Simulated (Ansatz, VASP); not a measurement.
**Hf2ZrTe6: VASP beside Ansatz**

INCAR

```
ALGO = Normal
EDIFF = 1E-7
ENCUT = 520
GGA = PE
ISIF = 2
ISMEAR = 0
LASPH = True
LCHARG = False
LREAL = False
LWAVE = False
NBANDS = 44
NELM = 60
PREC = Accurate
SIGMA = 0.1
```

KPOINTS

```
k-points
0
Gamma
  6 6 1
```

The input POSCAR:

```
Hf2ZrTe6
1.0
    3.9749084000      0.0000000000      0.0000000000
   -1.9874542000      3.4423716000      0.0000000000
    0.0000000000      0.0000000000     21.4690505000
Zr Hf Te
1 2 6
Direct
    0.0000000000      0.0000000000      0.0000000000
    0.0000000000      0.0000000000      0.3320830000
    0.0000000000      0.0000000000      0.6679170000
    0.3333333000      0.6666667000      0.0838630000
    0.3333333000      0.6666667000      0.4147330000
    0.3333333000      0.6666667000      0.7504980000
    0.6666667000      0.3333333000      0.2495020000
    0.6666667000      0.3333333000      0.5852670000
    0.6666667000      0.3333333000      0.9161370000
```

Input for Ansatz:

```yaml
crystal:
  lattice:
    - [3.9749084, 0.0, 0.0]
    - [-1.9874542, 3.4423716, 0.0]
    - [0.0, 0.0, 21.4690505]
  atoms:
    - { symbol: Zr, position: [0.0, 0.0, 0.0] }
    - { symbol: Hf, position: [0.0, 0.0, 0.332083] }
    - { symbol: Hf, position: [0.0, 0.0, 0.667917] }
    - { symbol: Te, position: [0.3333333, 0.6666667, 0.083863] }
    - { symbol: Te, position: [0.3333333, 0.6666667, 0.414733] }
    - { symbol: Te, position: [0.3333333, 0.6666667, 0.750498] }
    - { symbol: Te, position: [0.6666667, 0.3333333, 0.249502] }
    - { symbol: Te, position: [0.6666667, 0.3333333, 0.585267] }
    - { symbol: Te, position: [0.6666667, 0.3333333, 0.916137] }
basis:
  ecutwfc: 420
kpoints:
  mp_grid: { grid: [6, 6, 1] }
hamiltonian:
  xc: pbe
scf:
  occupations: { method: gaussian, width: 0.1 }
  lower_state_search: "off"
output:
  forces: true
  stress: true
  eigenvalues: true
```

Alike in both runs: task single point; functional PBE; k mesh 6 × 6 × 1; occupations gaussian, width 0.1 eV; no spin polarisation.

```csv
,VASP,Ansatz
version,VASP 6.6.1,Ansatz 0.2.0
potentials or method,"VASP PAW PBE potentials, release 64 (Zr_sv, Hf_pv, Te)","scalar-relativistic, plane waves, PAW"
plane-wave cutoff (eV),520,420
valence electrons in the cell,68,160
```

```tsv
	VASP	Ansatz	Ansatz less VASP
gap on the k mesh at the Fermi level (eV)	none	none	-
pressure (GPa)	-0.2	0.0	+0.11
largest component of the traceless stress (GPa)	0.18	0.17	-0.014
rms of the force components (eV/Å)	0.007	0.004	-0.0028
```

Atom by atom the forces differ by 0.010 eV/Å (rms over components). A gap of «none» marks a metal or a gap that the smearing closes. The two sets of potentials don't hold the same shells in valence.

Caveats: this functional lacks dispersion, which binds the layers, so the pressure and a relaxed spacing across them are unreliable. Spin-orbit coupling is left out, which matters for the levels of Hf, Te.
